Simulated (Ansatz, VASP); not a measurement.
**H23C11 (amorphous polyisobutylene at 580 K): VASP beside Ansatz**

One calculation is typed for both programs; each brings its own data sets. How far apart do they land? The cell is taken from a series of runs on this material, whose earlier steps may have relaxed, scaled, displaced or heated it; both programs get it as it stands.

Calculated with Ansatz 0.2.0; plane waves, with VASP 6.6.1 beside it; single point at LDA.

## 1. The structure

The cell holds 136 atoms: 44 C and 92 H. Cell: a = 11.232 Å, b = 11.232 Å, c = 11.232 Å, α = 90.0°, β = 90.0°, γ = 90.0°. As first built, before any earlier steps moved the atoms (in the runner's words): 2 polyisobutylene chains of 5 units placed at random, at 0.728 g/cm^3; overlaps pushed apart, then 20 ps at 800 K with MMFF94 bonds, angles, torsions, charges and radii (Halgren, J. Comput. Chem. 17, 490 (1996)) in harmonic and 12-6 forms; charges of ions scaled by 0.8. Snapshot after 30 ps at 580 K and fixed volume.

## 2. VASP: single point, LDA

A single point gives forces, pressure and levels at one fixed geometry, so differences don't come from the geometry; what else differs is listed under the comparison.

Lines of VASP's logs that name or quote its potential files are left out, and so is its time.

Input file INCAR:

```
SYSTEM = H23C11
PREC = Accurate
ENCUT = 600
EDIFF = 1E-06
NELM = 120
ISMEAR = 0
SIGMA = 0.01
LREAL = Auto
ALGO = Normal
GGA = CA
NBANDS = 229
LORBIT = 11
LWAVE = .FALSE.
LCHARG = .FALSE.
ISIF = 2
LASPH = .TRUE.
GGA_COMPAT = .FALSE.
EFERMI = MIDGAP
```

Input file POSCAR:

```
H23C11
1.0
   11.2319300000      0.0000000000      0.0000000000
    0.0000000000     11.2319300000      0.0000000000
    0.0000000000      0.0000000000     11.2319300000
C H
44 92
Direct
    0.7414400000      0.5310400000      0.5880600000
    0.8033300000      0.4707700000      0.6909400000
    0.7387700000      0.3642800000      0.7471500000
    0.8172400000      0.3218100000      0.8484600000
    0.7308600000      0.2659000000      0.6545700000
    0.6153300000      0.4084700000      0.7852000000
    0.5301000000      0.3407100000      0.8688700000
    0.5213600000      0.2096300000      0.8385000000
    0.5739300000      0.3524700000      0.9964200000
    0.4108600000      0.4065000000      0.8514000000
    0.2876200000      0.3680200000      0.8983700000
    0.2065600000      0.4710100000      0.8637500000
    0.2443600000      0.2583500000      0.8312900000
    0.2927000000      0.3485300000      0.0334700000
    0.1818600000      0.3448500000      0.1140700000
    0.1307700000      0.4681300000      0.1363700000
    0.0835600000      0.2674900000      0.0624200000
    0.2152600000      0.2840800000      0.2324400000
    0.2910800000      0.3407000000      0.3312000000
    0.3203100000      0.2398600000      0.4165400000
    0.2226300000      0.4340600000      0.4012000000
    0.4071500000      0.3945200000      0.2884900000
    0.8209000000      0.9284200000      0.3267500000
    0.8856800000      0.9001700000      0.2123100000
    0.8224800000      0.9385700000      0.0982600000
    0.7881700000      0.0692000000      0.1066000000
    0.7082000000      0.8680000000      0.0818800000
    0.9029000000      0.9295100000      0.9880300000
    0.9746000000      0.8193100000      0.9526900000
    0.0785800000      0.7968200000      0.0369200000
[... 100 atom lines left out ...]
    0.4582700000      0.8170600000      0.4928900000
    0.4430600000      0.9657700000      0.5470000000
    0.5647900000      0.8764500000      0.5943500000
    0.4001100000      0.6674900000      0.7862300000
    0.5435400000      0.7130800000      0.7352900000
    0.4416600000      0.6431100000      0.6350500000
```

Input file KPOINTS:

```
Automatic mesh
0
Gamma
1 1 1
0 0 0
```

The projector-augmented-wave data sets are C and H (LDA family, release 64).

On the command line:

```
> export OMP_NUM_THREADS=3
> mpirun -np 1 vasp_gam
```

Numbers of over 12 decimals in the logs are rounded to 6 here.

What it wrote:

```text
[banner, memory and clock lines left out]
running    1 mpi-ranks, on    1 nodes
[...]
Offloading initialized ...    1 GPUs detected
[...]
LDA part: xc-table for (Slater(with rela. corr.)+CA(PZ))
 , standard interpolation
 POSCAR, INCAR and KPOINTS ok, starting setup
[...]
entering main loop
       N       E                     dE             d eps       ncg     rms          rms(c)
DAV:   1     0.167121619968E+04    0.16712E+04   -0.13678E+05   458   0.116E+03
DAV:   2    -0.624382013504E+03   -0.22956E+04   -0.21592E+04   575   0.248E+02
DAV:   3    -0.864241726035E+03   -0.23986E+03   -0.23790E+03   596   0.801E+01
DAV:   4    -0.871628601902E+03   -0.73869E+01   -0.73652E+01   604   0.164E+01
[...]
DAV:  20    -0.782789646344E+03   -0.28282E-05   -0.35989E-06   508   0.486E-03    0.198E-03
DAV:  21    -0.782789647476E+03   -0.11322E-05   -0.89415E-07   420   0.305E-03    0.144E-03
DAV:  22    -0.782789647673E+03   -0.19691E-06   -0.60509E-07   436   0.174E-03
   1 F= -.78278965E+03 E0= -.78278965E+03  d E =0.000000E+00
```

From OUTCAR (step 2):

```text
  FREE ENERGIE OF THE ION-ELECTRON SYSTEM (eV)
  ---------------------------------------------------
  free  energy   TOTEN  =      -782.7896476732 eV

  energy  without entropy=     -782.7896476732  energy(sigma->0) =     -782.78964767
```

The run ends at a pressure of -0.21 GPa, with forces up to 0.060 eV/Å.

## 3. Ansatz: single point, LDA

Ansatz runs on its default PAW (the set named soft_2) files.

The same cell, functional (in two slightly different forms) and mesh now go to Ansatz, which takes its cutoff from its data sets.

Input file input.yaml:

```yaml
crystal:
  lattice:
    - [11.23193, 0.0, 0.0]
    - [0.0, 11.23193, 0.0]
    - [0.0, 0.0, 11.23193]
  atoms:
    - { symbol: C, position: [0.74144, 0.53104, 0.58806] }
    - { symbol: C, position: [0.80333, 0.47077, 0.69094] }
    - { symbol: C, position: [0.73877, 0.36428, 0.74715] }
    - { symbol: C, position: [0.81724, 0.32181, 0.84846] }
    - { symbol: C, position: [0.73086, 0.2659, 0.65457] }
    - { symbol: C, position: [0.61533, 0.40847, 0.7852] }
    - { symbol: C, position: [0.5301, 0.34071, 0.86887] }
    - { symbol: C, position: [0.52136, 0.20963, 0.8385] }
    - { symbol: C, position: [0.57393, 0.35247, 0.99642] }
    - { symbol: C, position: [0.41086, 0.4065, 0.8514] }
    - { symbol: C, position: [0.28762, 0.36802, 0.89837] }
    - { symbol: C, position: [0.20656, 0.47101, 0.86375] }
    - { symbol: C, position: [0.24436, 0.25835, 0.83129] }
    - { symbol: C, position: [0.2927, 0.34853, 0.03347] }
    - { symbol: C, position: [0.18186, 0.34485, 0.11407] }
    - { symbol: C, position: [0.13077, 0.46813, 0.13637] }
    - { symbol: C, position: [0.08356, 0.26749, 0.06242] }
    - { symbol: C, position: [0.21526, 0.28408, 0.23244] }
    - { symbol: C, position: [0.29108, 0.3407, 0.3312] }
    - { symbol: C, position: [0.32031, 0.23986, 0.41654] }
    - { symbol: C, position: [0.22263, 0.43406, 0.4012] }
    - { symbol: C, position: [0.40715, 0.39452, 0.28849] }
    - { symbol: H, position: [0.71942, 0.46767, 0.51643] }
    - { symbol: H, position: [0.79853, 0.60027, 0.54846] }
    - { symbol: H, position: [0.65809, 0.57503, 0.61551] }
    - { symbol: H, position: [0.82045, 0.53669, 0.76239] }
    - { symbol: H, position: [0.89195, 0.43893, 0.66186] }
    - { symbol: H, position: [0.90703, 0.30133, 0.81364] }
    - { symbol: H, position: [0.78381, 0.23986, 0.89091] }
    - { symbol: H, position: [0.82715, 0.39042, 0.91819] }
[... 100 atom lines left out ...]
    - { symbol: H, position: [0.45827, 0.81706, 0.49289] }
    - { symbol: H, position: [0.44306, 0.96577, 0.547] }
    - { symbol: H, position: [0.56479, 0.87645, 0.59435] }
    - { symbol: H, position: [0.40011, 0.66749, 0.78623] }
    - { symbol: H, position: [0.54354, 0.71308, 0.73529] }
    - { symbol: H, position: [0.44166, 0.64311, 0.63505] }
kpoints:
  mp_grid: { grid: [1, 1, 1] }
hamiltonian:
  xc: lda
scf:
  occupations: { method: fixed }
output:
  forces: true
  stress: true
  populations: true
  dos:
    method: { smearing: { sigma: 0.1 } }
    de: 0.1
    projected: { site_lists: { C: [C], H: [H] } }
  eigenvalues: true
```

On the command line:

```
> ansatz run input.yaml --threads 4 --pin off --max-ram 8192MiB --backend cpu --events-out ev --progress --plain --runs-dir out
```

What it wrote:

```text
Engine: ansatz 0.2.0, x86_64-unknown-linux-gnu
Pseudopotentials: kind: paw
Pseudopotential: C, paw, valence charge 4, recommended cutoff 420 eV (normal), C.paw.azcp
Pseudopotential: H, paw, valence charge 1, recommended cutoff 420 eV (normal), H.paw.azcp
Functional definition: SPW92
  exchange = slater_x
  correlation = pw_c
Crystal: 136 atoms, lattice volume = 1416.978 Å³
Basis set: ecut = 420 eV, 27633 PW (Γ)
Bands: 270, of which v1, the nominal top of the filled ones, is band 134 counted from 1 (133 counted from 0)
Symmetry: 1 space group operations
Space group: P1 (ITA 1), of the structure as read, at distance tolerance 1.1e-4 Å
k-points: 1
Non-local potential: C, projectors of the file, l = 0: 2, l = 1: 2, l = 2: 1
Non-local potential: H, projectors of the file, l = 0: 2, l = 1: 1
PAW form: soft (Blöchl's): semilocal exchange-correlation on the pseudo side does not see the compensation charge
PAW frozen core: C, regenerated for the run's functional, and the local potential with it (the file was generated under x = pbe(κ = 0.804, μ = 0.219515), c = pbe(β = 0.066725))
PAW one-centre angular grid: C, 110 points (default); XC on 64 Gauss nodes
PAW one-centre angular grid: H, 110 points (default); XC on 64 Gauss nodes
Initial density: superposition of atomic densities (neutral atoms: chi_scale 0, normalization atom), corrected by the library's trained network
Initial wavefunctions: pseudopotential atomic-orbital guess
Functional: x = slater, c = lda
SCF iter   1: F=—  HF=-12144.992762 eV  |F-HF|=—  |Δ(HF+E_count)|=         —  Δρ=8.18e-3  dr2=6.91e-1  ethr=1.77e-3  ⟨swp⟩=4.0  Hψ=936  notcnv=0  defer=130
preconditioner: auto → Resta (q_TF=auto, 2.067 Å⁻¹)  ε∞=2.2  [insulator: Δε(μ)=4.819 eV  Ē_g=14.987 eV  n_scr=202 (ndim 8)  ℏωp=16.1 eV  f_vac=0.321  ε∞_Penn≈2.2]
SCF iter   2: F=—  HF=-12144.831654 eV  |F-HF|=—  |Δ(HF+E_count)|=   1.61e-1  Δρ=3.44e-3  dr2=1.14e-1  ethr=2.58e-4  ⟨swp⟩=3.0  Hψ=437  notcnv=0  defer=134
SCF iter   3: F=—  HF=-12144.825626 eV  |F-HF|=—  |Δ(HF+E_count)|=   6.03e-3  Δρ=8.62e-4  dr2=1.14e-2  ethr=4.24e-5  ⟨swp⟩=4.0  Hψ=278  notcnv=0  defer=134
SCF iter   4: F=—  HF=-12144.831940 eV  |F-HF|=—  |Δ(HF+E_count)|=   6.31e-3  Δρ=1.76e-4  dr2=1.16e-3  ethr=4.27e-6  ⟨swp⟩=3.0  Hψ=244  notcnv=0  defer=134
SCF iter   5: F=—  HF=-12144.834364 eV  |F-HF|=—  |Δ(HF+E_count)|=   2.42e-3  Δρ=1.01e-4  dr2=2.34e-4  ethr=4.31e-7  ⟨swp⟩=3.0  Hψ=279  notcnv=0  defer=134
SCF iter   6: F=—  HF=-12144.834771 eV  |F-HF|=—  |Δ(HF+E_count)|=   4.07e-4  Δρ=2.33e-5  dr2=1.47e-5  ethr=8.72e-8  ⟨swp⟩=2.0  Hψ=277  notcnv=0  defer=134
SCF iter   7: F=—  HF=-12144.833668 eV  |F-HF|=—  |Δ(HF+E_count)|=   1.10e-3  Δρ=7.41e-6  dr2=1.03e-6  ethr=5.49e-9  ⟨swp⟩=2.0  Hψ=366  notcnv=0  defer=134
SCF iter   8: F=—  HF=-12144.833670 eV  |F-HF|=—  |Δ(HF+E_count)|=   2.89e-6  Δρ=3.46e-6  dr2=2.21e-7  ethr=3.84e-10  ⟨swp⟩=2.0  Hψ=275  notcnv=0  defer=134
SCF iter   9: F=-12144.833671 eV  HF=-12144.833671 eV  |F-HF|=5.80e-8  |Δ(HF+E_count)|=   2.18e-7  Δρ=6.94e-7  dr2=1.32e-8  ethr=3.73e-11  ⟨swp⟩=19.0  Hψ=2085  notcnv=0
SCF 1 converged in 9 iterations: F = -12144.833671 eV  dr2 = 1.32e-8
  greatest PAW one-centre occupation: 0.655 electrons in one spin orbital (limit 2), on the C atom at site 89 (counted from 0), in its partial waves of l = 0
SCF converged after 9 iterations
Free energy (F): -12144.833671 eV
Harris-Foulkes:  -12144.833671 eV  (|F-HF|=5.80e-8)
Internal energy: -12144.833671 eV  (E = F + TS)
E sigma→0 (E₀):  -12144.833671 eV
Fermi energy:    -2.551923 eV
--- Per-component energies (eV) ---
  E_band       = -2048.476161
  E_kinetic    = 5284.677749
  E_local      = -22544.689452  (includes V_loc(G=0)·N_el)
  E_nonlocal   = 1386.349299
  E_hartree    = 8946.390461
  E_xc         = -2909.191105
  E_vxc        = -3668.693793  (∫ρ·V_xc dr)
  E_paw        = -4090.728690  (= ΣΔE_a)
  E_vpaw       = -398.781358  (= ΣTr[D̂ρ^β])
  E_aug_tail   = -0.121491  (compensation charges beyond the density's cutoff)
  E_ewald      = 1779.714929
  E_core_change = 2.764630  (= ΣΔE_core)
  E_smearing   = -0.000000  (= −TS)
  E_closure    = -0.000000  (closes the sum)
  Σ components = -12144.833671   (vs F -12144.833671, Δ=0.00e0)
--- Forces (eV/Å), atoms counted from 1 ---
  atom   1  C     -0.00415558     0.01069152    -0.01925975
  atom   2  C      0.00100490     0.00716146    -0.00611121
  atom   3  C      0.01258462    -0.00619193     0.00366814
  atom   4  C      0.01389489     0.00040954     0.00795146
  atom   5  C     -0.00653775    -0.00588627    -0.01538896
  atom   6  C      0.02981124     0.01265622    -0.01115251
  atom   7  C      0.00328294     0.00551883    -0.01195397
  atom   8  C     -0.00177300    -0.01158270     0.00660053
  atom   9  C     -0.00129824     0.00617051     0.00869630
  atom  10  C     -0.00349201    -0.01347673     0.03333844
  atom  11  C     -0.00010973     0.00906085    -0.03604651
[...]
atom  85  C     -0.00443151    -0.01064074    -0.00984669
  atom  86  C     -0.01585798     0.00084277    -0.01054929
  atom  87  C     -0.00802046    -0.01000115     0.00427275
  atom  88  C      0.01404091     0.00522204     0.01258526
  atom  89  C      0.01095388     0.00924320    -0.02060912
  atom  90  C      0.00623258    -0.00895320    -0.00497428
  atom  91  H     -0.00131182     0.00175093     0.00422995
  atom  92  H      0.00620111     0.00352213    -0.00690967
  atom  93  H     -0.00323085    -0.01299733    -0.01174496
  atom  94  H     -0.00053007     0.00791052    -0.00406994
  atom  95  H     -0.01034108    -0.00303161    -0.00601502
  atom  96  H      0.01777670     0.00163361     0.01097022
  atom  97  H      0.00092668    -0.01030186     0.00628632
[...]
atom 129  H      0.00403184    -0.00928637     0.00004313
  atom 130  H     -0.00139336     0.00183070    -0.00976912
  atom 131  H     -0.00481646     0.01262219     0.03189965
  atom 132  H     -0.00788659    -0.01104494     0.00972968
  atom 133  H      0.00006305    -0.00251479    -0.00046475
  atom 134  H     -0.00150599    -0.00160331    -0.01764164
  atom 135  H      0.00203552    -0.00078737    -0.00948152
  atom 136  H      0.00430771     0.01963148     0.02745595
  max |Σ_I F_I| component: 6.34e-6 eV/Å
--- Stress (GPa, compression-positive) ---
       -0.321857       0.036484      -0.046158
        0.036484      -0.358723      -0.002400
       -0.046158      -0.002400      -0.273393
  P = ⅓ Tr σ = -0.3180 GPa (-3.180 kbar)
--- Band table (eV) ---
  k-point 0: bands = [... 130 lower, -2.8746, -2.8505, -2.5675, -2.5519, 2.3327, 3.1945, 3.3388, 3.3957, ... 132 higher]
--- Löwdin populations: 136 sites ---
  site symbol       q [e]
     0      C      4.4906
     1      C      4.2789
     2      C      3.9118
     3      C      4.4800
     4      C      4.4918
     5      C      4.2963
     6      C      3.9149
     7      C      4.4777
     8      C      4.4846
     9      C      4.2878
    10      C      3.9152
    11      C      4.4799
    12      C      4.4822
    13      C      4.2930
    14      C      3.9149
    15      C      4.4879
    16      C      4.4765
    17      C      4.2994
    18      C      3.9028
    19      C      4.4843
    20      C      4.4948
    21      C      4.4874
    22      H      0.8126
    23      H      0.8016
[...]
128      H      0.8266
   129      H      0.8224
   130      H      0.8119
   131      H      0.8233
   132      H      0.8135
   133      H      0.8251
   134      H      0.8237
   135      H      0.8231
  spilling = 0.009129 (of n_electrons = 268.000000)
```

## 4. Comparison

Known differences besides the potentials themselves: the two LDA forms differ slightly; fixed occupations in Ansatz, narrow Gaussian smearing in VASP; the cutoff is 420 eV in Ansatz and 600 eV in VASP (PREC = Accurate, projectors in real space); VASP's log shows a relativistic correction to its local exchange, Ansatz's none. Total energies have different zeros and are not compared.

Both answers:

```
              quantity  Ansatz   VASP  difference
        pressure (GPa)   -0.32  -0.21       -0.11
gap on the k mesh (eV)   4.885  4.885       0.000
```

At this near-relaxed geometry the largest component of a force difference is 45 meV/Å. A gap on the mesh is an upper bound, since the band edges may lie between its points.

## 5. What came out

| Quantity | Value |
| --- | --- |
| r.m.s. force difference (single point, LDA) | 21 meV/Å |

**Reading.** The r.m.s. force difference is 21 meV/Å (single point, LDA), beyond the 12 meV/Å picked in this series as the mark of a large difference. What causes the difference of the single point, LDA pair stays open here. How closely two codes agree says nothing of how well the functional describes the real material.

[Lines on the potential files, build, host, timing and source positions are cut from VASP's logs without a mark.]

[Logs are printed without paths, hosts, clocks, repeated set-up lines and the standing remarks that a program may print on its own settings, such as how far it seeks lower states.]

[Hosts, paths, dates, database ids (printed as entryN), source tags and the programs' standing remarks are cut or masked in the printed files.]

[The MMFF94 radii named for the starting cell were scaled by 0.96; in molecules described by MMFF94, hydrogen bound to N, O or S took a small fixed 12-6 site in their place.]
